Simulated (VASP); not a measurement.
Given:

```xyz
1
Lattice="0.0000 1.9710 1.9710 1.9710 0.0000 1.9710 1.9710 1.9710 0.0000" Properties=species:S:1:pos:R:3 pbc="T T T"
Pt     0.0000     0.0000     0.0000
```

Computed with revPBE GGA, VASP's PBE PAW potentials (set 64) (plane waves; VASP). Settings: 520 eV cut-off, 16×16×16 Γ-centred mesh, first-order Methfessel-Paxton smearing of 0.10 eV, potentials Pt.

Question: The job: Pt (fcc), 1 atom, revPBE, static run, 520 eV, 16×16×16 Γ-centred mesh. Roughly how much core time does it take on a busy server core?

Answer: About 10 core-seconds (one run on a shared machine, a rough figure). It had 145 irreducible k-points, 9 bands, up to 428 plane waves and 11 electronic steps.

The compound is Pt in the fcc structure. This cell is one point of a volume scan, at 0.97 of the reference volume.
